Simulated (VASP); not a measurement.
## AlAs (zinc blende): computed properties

The numbers are results of PBEsol GGA, VASP's PBE PAW potentials (set 64) (plane waves; VASP), not measurements.

```
Item                                                                             Result
---------------------------------------------  ----------------------------------------
space group                                                                 F-43m (216)
cell                                           a = b = c = 5.6812 Å, α = β = γ = 90.00°
volume per atom                                                           22.92 Å³/atom
band gap (over mesh and band path)                                              1.34 eV
smallest direct gap (over mesh and band path)                                   1.90 eV
Hill bulk modulus                                                              72.5 GPa
Hill shear modulus                                                             39.5 GPa
Poisson's ratio                                                                   0.269
band-edge character                                                    indirect, Γ to X
density                                                                      3.69 g/cm³
C11                                                                             108 GPa
C12                                                                            54.7 GPa
C44                                                                            51.4 GPa
```

Space group F-43m (No. 216); a = b = c = 5.681 Å, α = β = γ = 90.00°

| atom | site | symmetry | x | y | z |
|---|---|---|---|---|---|
| Al | 4a | -43m | 0.0000 | 0.0000 | 0.0000 |
| As | 4d | -43m | 0.7500 | 0.7500 | 0.7500 |
(The calculation used a cell of 2 atoms; values per cell refer to that cell.)

Measured: gap 2.28 eV (computed value off by -0.94 eV), as given by Wei Chen et al., Physical Review Materials (2018), doi:10.1103/physrevmaterials.2.073803 [zero-point renormalisation of 0.04 eV added back (the table's ZPR column)]; a 5.649 Å at 0 K (computed value off by +0.6 %), as given by Daniel Mejia-Rodriguez et al., Physical Review B (2018), arXiv:1807.09216 [static lattice: zero-point anharmonic expansion removed].

The compound is AlAs in the zinc blende structure. It was relaxed first. Symmetry was kept, so distortions that lower it aren't found.
